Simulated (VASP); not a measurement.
Be4TeSe3:

```
Be Te Se
1.0
     3.76799   -5.33826    0.00000
     3.76799    5.33826    0.00000
     0.00000    0.00000    3.78033
Be Te Se
4 1 3
Direct
  0.24688 0.75312 0.00000
  0.24088 0.24088 0.50000
  0.75912 0.75912 0.50000
  0.75312 0.24688 0.00000
  0.00000 0.00000 0.00000
  0.50000 0.50000 0.00000
  0.50000 0.00000 0.50000
  0.00000 0.50000 0.50000
```

The cell was built by a generator and needn't be a form met in nature.

* Program: VASP 6.6.1
* Task: relaxation of cell and atoms
* Functional: PBE
* Potentials or basis: VASP PAW PBE potentials, release 64 (Be, Te, Se)
* Cutoff: 520 eV
* k mesh: 3 × 3 × 4
* Occupations: gaussian, width 0.15 eV
* Spin: no spin polarisation

At the start: pressure -9.3 GPa; volume 19.01 Å³/atom.

Problem. Where does the relaxation end?

Solution. Over 6 steps the energy falls by 125.7 meV/atom and the volume is 16.13 Å³/atom (-15.1 %); space group Cmmm (No. 65, to 0.05 Å).

Step by step:
```csv
step,energy change (eV),largest force (eV/Å),pressure (GPa),volume (Å³)
1,0.0000,0.8682,-9.27,152.08
2,-0.8606,0.8846,0.14,129.13
3,-0.8633,0.8819,0.87,127.92
4,-0.9600,0.4806,0.64,127.91
5,-0.9989,0.0465,0.51,127.90
6,-1.0053,0.0513,-0.20,129.07
```

Final structure:
```xyz
8
Lattice="3.5883 -4.9968 0.0000 3.5883 4.9968 0.0000 0.0000 0.0000 3.5994" Properties=species:S:1:pos:R:3 pbc="T T T"
Be    3.5883    2.4296    3.5994
Be    1.8744    0.0000    1.7997
Be    5.3022    0.0000    1.7997
Be    3.5883   -2.4296    0.0000
Te    0.0000    0.0000    0.0000
Se    3.5883    0.0000    0.0000
Se    1.7942   -2.4984    1.7997
Se    1.7942    2.4984    1.7997
```

Caveat: the volume moved by over 15 % at a fixed basis, so the end points are rough.
